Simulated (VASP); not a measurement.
Energy against volume of La2O3 (a-type). Method: optB86b-vdW, VASP's PBE PAW potentials (set 64) (plane waves; VASP 6.6.1). Run with 520 eV cut-off, 7×7×4 Γ-centred mesh, Gaussian smearing of 0.050 eV, potentials La O.

Shape and ions are relaxed at each volume.

| V (Å³/atom) | E (eV/atom) |
|---|---|
| 15.267 | -6.63670 |
| 15.754 | -6.65476 |
| 16.241 | -6.66073 |
| 16.729 | -6.65618 |

### Question
Fit these four points and predict the energy of the run at 17.216 Å³/atom.

### Answer
A cubic in V^(−2/3), the third-order Birch-Murnaghan form, passes through the four points with V0 = 16.26 Å³/atom and B0 = 114 GPa, and gives -6.6425 eV/atom there. The run gave -6.6425 eV/atom, +0.0 meV/atom from the fit; all five points give B0 = 114 GPa.

The compound is La2O3 in the a-type structure. It was relaxed first.
